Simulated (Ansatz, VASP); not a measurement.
# SnTe in two plane-wave programs, part 2 of 2

Aim: how closely do two programs agree when they are given the same cell, functional and k mesh? The cell is taken from a series of runs on this material, whose earlier steps may have relaxed, scaled, displaced or heated it; both programs get it as it stands.

VASP 6.6.1 and Ansatz 0.2.0.

So far: The starting structure; VASP: zone-centre phonons, PBEsol.

## Step 3: Ansatz: zone-centre phonons, PBEsol

Level of this step: Ansatz beside VASP: Kohn-Sham DFT, plane waves, PBEsol (Ansatz).

Ansatz runs on its PAW soft_1 files.

The same cell, functional, mesh and smearing now go to Ansatz, which takes its cutoff from its data sets.

Input file input.yaml:

```yaml
crystal:
  lattice:
    - [0.0, 3.205796334, 3.205796334]
    - [3.205796334, 0.0, 3.205796334]
    - [3.205796334, 3.205796334, 0.0]
  atoms:
    - { symbol: Sn, position: [0.0, 0.0, 0.0] }
    - { symbol: Te, position: [0.5, 0.5, 0.5] }
kpoints:
  mp_grid: { grid: [12, 12, 12] }
hamiltonian:
  xc: pbesol
  pseudopotentials: { kind: paw, azcp: { folder: soft_1 }, xc_functional: pbe }
scf:
  occupations: { method: gaussian, width: 0.01 }
output:
  eigenvalues: true
phonons:
  method: dfpt
```

Command:

```console
ansatz run input.yaml --threads 4 --pin off --max-ram 10240MiB --backend cpu --events-out ev --progress --plain --runs-dir out
```

Numbers of over 12 decimals in the logs are rounded to 6 here.

What it wrote:

```text
Engine: ansatz 0.2.0, x86_64-unknown-linux-gnu
Pseudopotentials: kind: paw
Pseudopotential: Sn, paw, valence charge 14, recommended cutoff 420 eV (normal), soft_1/Sn.paw.azcp
Pseudopotential: Te, paw, valence charge 16, recommended cutoff 420 eV (normal), soft_1/Te.paw.azcp
Functional definition: PBEsol
  exchange = pbesol_x
  correlation = pbesol_c
Crystal: 2 atoms, lattice volume = 65.893 Å³
Basis set: ecut = 420 eV, 1243 PW (Γ), exchange–correlation on 64×64×64 points (8 copies of the dense FFT grid, shifted against one another)
Bands: 19, of which v1, the nominal top of the filled ones, is band 15 counted from 1 (14 counted from 0)
Symmetry: 48 space group operations
k-points: 163 of 1728 (irreducible under 8 space group operations, time reversal used)
Non-local potential: Sn, projectors of the file, l = 0: 2, l = 1: 2, l = 2: 2, l = 3: 1
Non-local potential: Te, projectors of the file, l = 0: 2, l = 1: 2, l = 2: 2, l = 3: 1
PAW form: soft (Blöchl's): semilocal exchange-correlation on the pseudo side does not see the compensation charge
PAW frozen core: Sn, regenerated for the run's functional, and the local potential with it (the file was generated under x = pbe(κ = 0.804, μ = 0.219515), c = pbe(β = 0.066725))
PAW frozen core: Te, regenerated for the run's functional, and the local potential with it (the file was generated under x = pbe(κ = 0.804, μ = 0.219515), c = pbe(β = 0.066725))
PAW one-centre angular grid: Sn, 590 points (default); XC on 64 Gauss nodes
PAW one-centre angular grid: Te, 590 points (default); XC on 64 Gauss nodes
Initial density: superposition of atomic densities (chi_scale 0.1, normalization cell, long waves kept (reshape's long-wave potential 0.00 eV rms))
Initial wavefunctions: pseudopotential atomic-orbital guess
Functional: x = pbesol(κ = 0.804, μ = 0.123457), c = pbesol(β = 0.046)
SCF iter   1: F=—  HF=-12851.989387 eV  |F-HF|=—  |Δ(HF+E_count)|=         —  Δρ=1.08e-2  dr2=9.01e-2  ethr=3.10e-3  ⟨swp⟩=7.7  Hψ=18057  notcnv=0
preconditioner: auto → Kerker (q_TF=auto, 2.393 Å⁻¹)  [metal: Δε(μ)=0.005 eV  Ē_g=8.435 eV  σ=0.010 eV  W_gap=0.28  n_scr=14 (ndim 8)  ℏωp=14.5 eV  f_vac=0.000  D(μ)=0.49/eV (n_scr^D=0)]
SCF iter   2: F=—  HF=-12851.982090 eV  |F-HF|=—  |Δ(HF+E_count)|=   7.30e-3  Δρ=7.11e-3  dr2=4.22e-2  ethr=3.00e-4  ⟨swp⟩=2.0  Hψ=4860  notcnv=0
SCF iter   3: F=—  HF=-12851.977719 eV  |F-HF|=—  |Δ(HF+E_count)|=   4.37e-3  Δρ=9.86e-4  dr2=7.27e-4  ethr=1.41e-4  ⟨swp⟩=2.9  Hψ=5424  notcnv=0
SCF iter   4: F=—  HF=-12851.978156 eV  |F-HF|=—  |Δ(HF+E_count)|=   4.37e-4  Δρ=3.79e-4  dr2=9.84e-5  ethr=2.42e-6  ⟨swp⟩=2.2  Hψ=5404  notcnv=0
SCF iter   5: F=—  HF=-12851.978204 eV  |F-HF|=—  |Δ(HF+E_count)|=   4.81e-5  Δρ=1.58e-4  dr2=2.91e-5  ethr=3.28e-7  ⟨swp⟩=2.0  Hψ=4525  notcnv=0
SCF iter   6: F=—  HF=-12851.978225 eV  |F-HF|=—  |Δ(HF+E_count)|=   2.10e-5  Δρ=5.12e-5  dr2=3.34e-6  ethr=9.69e-8  ⟨swp⟩=2.0  Hψ=3762  notcnv=0
SCF iter   7: F=—  HF=-12851.978226 eV  |F-HF|=—  |Δ(HF+E_count)|=   4.91e-7  Δρ=1.39e-5  dr2=2.20e-7  ethr=1.11e-8  ⟨swp⟩=2.0  Hψ=3824  notcnv=0
SCF iter   8: F=—  HF=-12851.978226 eV  |F-HF|=—  |Δ(HF+E_count)|=   2.80e-7  Δρ=1.94e-6  dr2=2.45e-9  ethr=7.35e-10  ⟨swp⟩=2.1  Hψ=4707  notcnv=0
SCF iter   9: F=—  HF=-12851.978226 eV  |F-HF|=—  |Δ(HF+E_count)|=  7.80e-10  Δρ=5.54e-7  dr2=2.10e-10  ethr=8.17e-12  ⟨swp⟩=2.1  Hψ=4880  notcnv=0
SCF iter  10: F=-12851.978226 eV  HF=-12851.978226 eV  |F-HF|=0.00e0  |Δ(HF+E_count)|=  3.64e-12  Δρ=9.76e-8  dr2=7.21e-12  ethr=1.00e-12  ⟨swp⟩=6.0  Hψ=18694  notcnv=0
SCF 1 converged in 10 iterations: F = -12851.978226 eV  dr2 = 7.21e-12
  greatest PAW one-centre occupation: 0.998 electrons in one spin orbital (limit 2), on the Te atom at site 1 (counted from 0), in its partial waves of l = 2
DFPT response loops at Γ: preconditioner auto → Kerker (q_TF=auto, 2.393 Å⁻¹) (partly filled bands, converged f_vac=0.011); β = 1.00, the filter's whole step (`scf.mixing.beta` (0.50) is not read by the response loops under this deck's `scf.mixing.preconditioner`; to damp them name `kerker` or `kerker_dos`, under which they read `scf.mixing.beta`, and type it under 1.00, their step now; both keys bind the ground state too); Broyden in place of MSR1
SCF converged after 10 iterations
Free energy (F): -12851.978226 eV
Harris-Foulkes:  -12851.978226 eV  (|F-HF|=0.00e0)
Internal energy: -12851.978202 eV  (E = F + TS)
E sigma→0 (E₀):  -12851.978214 eV
Entropy (-TS):   -0.000024 eV (-0.012 meV/atom)
Fermi energy:    8.758325 eV
--- Per-component energies (eV) ---
  E_band       = -375.781238
  E_kinetic    = 337.860826
  E_local      = -2763.492926  (includes V_loc(G=0)·N_el)
  E_nonlocal   = 215.294449
  E_hartree    = 1366.903661
  E_xc         = -245.655588
  E_vxc        = -181.383233  (∫ρ·V_xc dr)
  E_paw        = -8888.200108  (= ΣΔE_a)
  E_vpaw       = -717.867909  (= ΣTr[D̂ρ^β])
  E_aug_tail   = 0.000378  (compensation charges beyond the density's cutoff)
  E_ewald      = -2875.348544
  E_core_change = 0.659651  (= ΣΔE_core)
  E_smearing   = -0.000024  (= −TS)
  E_closure    = 0.000000  (closes the sum)
  Σ components = -12851.978226   (vs F -12851.978226, Δ=0.00e0)
--- Band table (eV; the first three rows and the last of 163) ---
  k-point 0: bands = [... 11 lower, 3.8651, 6.7876, 6.7876, 6.7876, 12.0017, 12.0017, 12.0017, 13.6062]
  k-point 1: bands = [... 11 lower, 3.5863, 6.7972, 6.7972, 6.9812, 11.6873, 11.6910, 11.6910, 13.5378]
  k-point 2: bands = [... 11 lower, 2.9383, 6.8295, 6.8295, 7.3812, 11.0270, 11.0378, 11.0378, 13.5592]
  k-point 162: bands = [... 11 lower, 1.5563, 4.2572, 4.2572, 7.9684, 9.6054, 13.3237, 13.3237, 14.6218]
--- Phonons (Γ-DFPT): 2 representative perturbations + reference, on 163 of 1728 k-points (Σ response iterations 6) ---
  k mesh reduced under 8 symmetry operations, with k and −k counted as one. Each operation leaves every solved perturbation unchanged. A smaller set is not used because it would not reduce the number of displacements times k-points to solve
  ASR residual: 7.503e-5 → 0.000e0 eV/Å²; symmetrization residual: 4.083e-5 eV/Å²
  ASR residual per site (eV/Å²): 7.50e-5 4.80e-5
  Γ frequencies (cm⁻¹): -67.30 -67.30 -67.30 0.00 0.00 0.00
  non-analytic LO–TO correction: not included (Born effective charges unavailable; polar crystals: no LO–TO splitting at Γ)
```

Reading the cycles: dr2 is the Hartree energy of the density residual (eV), the measure of convergence; HF is the Harris–Foulkes estimate of the energy, which meets the free energy F at convergence.

## Step 4: Differences

Known differences besides the potentials themselves: the data sets hold 30 valence electrons in Ansatz (on its PAW soft_1 files) and 20 in VASP; the cutoff is 420 eV in Ansatz and 500 eV in VASP; Ansatz makes its cores anew for this functional, VASP keeps those of its PBE data sets. Total energies have different zeros and are not compared.

Compared:

| quantity | Ansatz | VASP | difference |
| --- | --- | --- | --- |
| optical mode 1 to 3 (imaginary, printed as negative) (cm⁻¹) | -67.3 | -36.7 | -30.6 |

Modes are paired by rising frequency, not by their patterns, so a pair may set unlike modes beside each other; they are those without the splitting of longitudinal modes.

## Step 5: Further runs

Further runs change the set-up of one program: Ansatz's method, potentials or start, or VASP's data sets, cutoff or form of LDA. The table gives that difference for each run.

| run | optical mode 1 to 3 (imaginary, printed as negative) (cm⁻¹) |
| --- | --- |
| as above | -31 |
| VASP with the data sets Sn_sv_GW and Te and a cutoff of 600 eV | -31 |

## Step 6: What came out

* r.m.s. difference of the optical zone-centre modes, each program's sorted by frequency (zone-centre phonons, PBEsol): 31 cm⁻¹

The r.m.s. difference of the optical zone-centre modes, each program's sorted by frequency is 31 cm⁻¹ (zone-centre phonons, PBEsol). The data sets hold unlike numbers of valence electrons (30 in Ansatz and 20 in VASP), so part of the differences comes from the potentials. For zone-centre phonons, PBEsol, no further run moves any of the tabulated differences by more than a quarter of its size. Such differences can come from data sets, numerical settings and the points named under the comparisons, not from the functional's error against experiment.

[Lines on the potential files, build, host, timing and source positions are cut from VASP's logs without a mark.]

[Logs are printed without paths, hosts, clocks, repeated set-up lines and the standing remarks that a program may print on its own settings, such as how far it seeks lower states.]

[Hosts, paths, dates, database ids (printed as entryN), source tags and the programs' standing remarks are cut or masked in the printed files.]
